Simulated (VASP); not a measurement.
Input:

```cif
data_Al3Sc
_chemical_formula_sum 'Sc1 Al3'
_space_group_name_H-M_alt 'Pm-3m'
_space_group_IT_number 221
_space_group_name_Hall '-P 4 2 3'
_cell_length_a 4.07152
_cell_length_b 4.07152
_cell_length_c 4.07152
_cell_angle_alpha 90.000
_cell_angle_beta 90.000
_cell_angle_gamma 90.000
loop_
_atom_site_label
_atom_site_type_symbol
_atom_site_symmetry_multiplicity
_atom_site_Wyckoff_symbol
_atom_site_fract_x
_atom_site_fract_y
_atom_site_fract_z
_atom_site_occupancy
Sc1 Sc 1 a 0.00000 0.00000 0.00000 1
Al1 Al 3 c 0.00000 0.50000 0.50000 1
```

These are PBEsol GGA, VASP's PBE PAW potentials (set 64) (plane waves; VASP) values and carry that method's errors. Numerical set-up: 480 eV cut-off, 8×8×8 Γ-centred mesh, first-order Methfessel-Paxton smearing of 0.10 eV, potentials Sc_sv Al.

Each relaxation starts from this cell; other phases were not tried.

The cell is relaxed at 1 GPa. What happens?

The volume per atom goes from 16.87 to 16.71 Å³ (-0.9 %), and the cell becomes a = b = c = 4.0586 Å, α = β = γ = 90.00°, space group Pm-3m.

The cell is relaxed at 15 GPa. What happens?

The volume per atom goes from 16.87 to 14.88 Å³ (-11.8 %), and the cell becomes a = b = c = 3.905 Å, α = β = γ = 90.00°, space group Pm-3m.

Failed runs are left out, and for metals the shear rows, which the mesh's noise covers.

The compound is Al3Sc in the L1_2 structure.
